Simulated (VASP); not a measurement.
Here is a VASP 6.6.1 calculation.

INCAR

```
SYSTEM = Ge
PREC = Accurate ; ENCUT = 520
EDIFF = 1E-6 ; ISMEAR = 0
SIGMA = 0.1 ; LREAL = .FALSE.
LASPH = .TRUE. ; NELM = 120
ALGO = Normal ; ISIF = 3
LWAVE = .FALSE. ; LCHARG = .FALSE.
GGA = PE ; IBRION = 2
NSW = 90 ; EDIFFG = -0.01
```

The input KPOINTS:

```
Automatic mesh
0
G
  13 13 13
  0 0 0
```

File POSCAR:

```
Ge
1.0
    0.0000000000      2.8289100000      2.8289100000
    2.8289100000      0.0000000000      2.8289100000
    2.8289100000      2.8289100000      0.0000000000
Ge
2
Direct
    0.5000000000      0.5000000000      0.5000000000
    0.7500000000      0.7500000000      0.7500000000
```

Potentials or basis: VASP PAW PBE potentials, release 64 (Ge_d).

Command:

```bash
$ cat potpaw_PBE.64/Ge_d/POTCAR > POTCAR
$ mpirun -np 1 vasp_std > vasp.out
```

Problem. Predict the relaxed volume.

Solution. 23.81 Å³/atom.

Problem. Predict the space group after relaxing (to 0.05 Å).

Solution. Fd-3m (No. 227).

Problem. Predict the band gap on the k mesh.

Solution. None (metal or under the smearing width).

Final structure:
```yaml
crystal:
  lattice:
    - [0.00000, 2.87701, 2.87701]
    - [2.87701, 0.00000, 2.87701]
    - [2.87701, 2.87701, 0.00000]
  atoms:
    - { symbol: Ge, position: [0.50000, 0.50000, 0.50000] }
    - { symbol: Ge, position: [0.75000, 0.75000, 0.75000] }
```

Caveat: this crystal is a semiconductor, whose small gap the functional closes, so the metal is an error of the method. PBE usually gives volumes a little too large and moduli too small.
